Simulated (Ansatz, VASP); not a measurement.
**FeCuH4 in VASP and in Ansatz**

The input INCAR:

```
ALGO     = Normal         # electronic algorithm
EDIFF    = 1E-6           # SCF threshold, eV
ENCUT    = 520            # plane-wave cutoff, eV
GGA      = PE             # functional
ISIF     = 2              # what is computed and relaxed
ISMEAR   = 0              # smearing method
LASPH    = True           # aspherical terms in the spheres
LCHARG   = False          # write CHGCAR
LREAL    = False          # projectors in reciprocal space
LWAVE    = False          # write WAVECAR
NBANDS   = 20             # bands
NELM     = 60             # most SCF steps
PREC     = Accurate       # precision mode
SIGMA    = 0.1            # smearing width, eV
```

KPOINTS

```
k-points
0
Gamma
  12 12 14
```

Contents of POSCAR:

```
FeCuH4
1.0
    2.4660630910     -2.4673691745      0.0000000000
    2.4660630910      2.4673691745      0.0000000000
    0.0000000000      0.0000000000      2.8588064797
Fe Cu H
1 1 4
Direct
    0.0000000000      0.0000000000      0.5000000000
    0.5000000000      0.5000000000      0.0000000000
    0.1639264990      0.8360735010      0.0000000000
    0.8360735010      0.1639264990      0.0000000000
    0.0000000000      0.5000000000      0.5000000000
    0.5000000000      0.0000000000      0.5000000000
```

Input for Ansatz:

```yaml
crystal:
  lattice:
    - [2.466063091, -2.4673691745, 0.0]
    - [2.466063091, 2.4673691745, 0.0]
    - [0.0, 0.0, 2.8588064797]
  atoms:
    - { symbol: Fe, position: [0.0, 0.0, 0.5] }
    - { symbol: Cu, position: [0.5, 0.5, 0.0] }
    - { symbol: H, position: [0.163926499, 0.836073501, 0.0] }
    - { symbol: H, position: [0.836073501, 0.163926499, 0.0] }
    - { symbol: H, position: [0.0, 0.5, 0.5] }
    - { symbol: H, position: [0.5, 0.0, 0.5] }
basis:
  ecutwfc: 420
kpoints:
  mp_grid: { grid: [12, 12, 14] }
  band_path:
    path:
      - [[0.0, 0.0, 0.0], [-0.5, 0.5, 0.0], [-0.4997354, 0.5002646, 0.0]]
      - [[0.4997354, 0.4997354, 0.0], [0.0, 0.0, 0.0], [0.0, 0.0, 0.5], [0.4997354, 0.4997354, 0.5]]
      - [[-0.4997354, 0.5002646, 0.5], [-0.5, 0.5, 0.5], [-0.5, 0.5, 0.0]]
      - [[0.0, 0.0, 0.0], [0.0, 0.5, 0.0], [0.0, 0.5, 0.5], [0.0, 0.0, 0.5], [-0.5, 0.5, 0.5]]
    npoints: 14
hamiltonian:
  xc: pbe
scf:
  occupations: { method: gaussian, width: 0.1 }
  n_extra_bands: 15
output:
  forces: true
  stress: true
  eigenvalues: true
  populations: true
  dos: { projected: true, de: 0.02, nscf_kmesh: { grid: [15, 15, 17] } }
  bader: true
  write_density: true
  write_potential: true
  elf: true
  volumetric_format: npy
```

The cell was built by a generator and needn't be a form met in nature.

Alike in both runs: task single point; functional PBE; k mesh 12 × 12 × 14; occupations gaussian, width 0.1 eV; no spin polarisation.

```csv
,VASP,Ansatz
version,VASP 6.6.1,Ansatz 0.2.0
potentials or method,"VASP PAW PBE potentials, release 64 (Fe, Cu, H)","scalar-relativistic, plane waves, PAW"
plane-wave cutoff (eV),520,420
valence electrons in the cell,23,39
```

```csv
,VASP,Ansatz,Ansatz less VASP
gap on the k mesh at the Fermi level (eV),none,none,-
pressure (GPa),0.2,0.0,-0.24
largest component of the traceless stress (GPa),0.29,0.00,-0.293
```

A gap of «none» marks a metal or a gap that the smearing closes. The two sets of potentials don't hold the same shells in valence.

Spin polarisation is off, so any magnetic state and its effect on volume and gap are missing.
